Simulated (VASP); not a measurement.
```xyz
2
Lattice="0.0000 2.8815 2.8815 2.8815 0.0000 2.8815 2.8815 2.8815 0.0000" Properties=species:S:1:pos:R:3 pbc="T T T"
Ga     0.0000     0.0000     0.0000
As     1.4407     1.4407     1.4407
```

The base run (VASP): PBE GGA, plane waves, VASP's PBE PAW potentials (set 64). Run with 400 eV cut-off, 7×7×7 Γ-centred mesh, Gaussian smearing of 0.050 eV, potentials Ga_d As.

One setting is varied; ΔE counts from the most expensive setting. The base run took about 7 core-seconds. Costs are core time on shared hosts, one run each; read them as rough ratios.

The pressure holds a Pulay error that falls with the cut-off, as the column shows.

```tsv
setting	cost over the base run	electronic steps	ΔE (meV/atom)	pressure (GPa)
ENCUT = 200	within a factor of 2	12	228.5	-27.90
ENCUT = 250	within a factor of 2	12	9.3	-3.52
base run	reference	12	0.6	-0.61
ENCUT = 475	within a factor of 2	12	0.1	-0.45
ENCUT = 575	within a factor of 2	12	0.0	-0.43
ENCUT = 700	within a factor of 2	12	0.0	-0.43
ENCUT = 600	within a factor of 2	12	0.1	-0.44
ENCUT = 775	about 2 times	12	0.0	-0.42
```

Left out are runs that failed, have no time on record or changed the cell.

The compound is GaAs in the zinc blende structure. The cell was not relaxed at this level.
